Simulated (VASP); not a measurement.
Given:

```xyz
1
Lattice="-1.6500 1.6500 1.6500 1.6500 -1.6500 1.6500 1.6500 1.6500 -1.6500" Properties=species:S:1:pos:R:3 pbc="T T T"
Nb     0.0000     0.0000     0.0000
```

The numbers are results of PBE GGA, VASP's PBE PAW potentials (set 64) (plane waves; VASP), not measurements. Run with 400 eV cut-off, 14×14×14 Γ-centred mesh, Gaussian smearing of 0.50 eV, potentials Nb_sv.

Question: Give the stress tensor in GPa (positive for a compressed cell).

Answer: 
```
1.55  0.00  0.00
0.00  1.55  0.00
0.00  0.00  1.55
```
The pressure is its mean diagonal, 1.55 GPa.

The compound is Nb in the bcc structure. The cell was not relaxed at this level. The run is one of a series of settings (ISMEAR = 0, SIGMA = 0.5 against the base run), some of them coarse on purpose.
